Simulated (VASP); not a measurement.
Consider the following.

```yaml
crystal:
  lattice:
    - [0.00000, 2.41612, 2.41612]
    - [2.41612, 0.00000, 2.41612]
    - [2.41612, 2.41612, 0.00000]
  atoms:
    - { symbol: Na, position: [0.00000, 0.00000, 0.00000] }
    - { symbol: H, position: [0.50000, 0.50000, 0.50000] }
```

Level of theory: modified Becke-Johnson potential (mBJ), VASP's PBE PAW potentials (set 64) (plane waves; VASP). Settings: 520 eV cut-off, 8×8×8 Γ-centred mesh, Gaussian smearing of 0.050 eV, potentials Na_pv H.

mBJ is a potential without an energy functional, so only the levels count.

Estimate the band gap (over mesh and band path) with the smallest direct gap where there is one.

```
Quantity                                        Result
---------------------------------------------  -------
band gap (over mesh and band path)             6.62 eV
smallest direct gap (over mesh and band path)  7.12 eV
```

The compound is NaH in the rock salt structure. It was relaxed first. The cell's shape comes from a PBE relaxation.
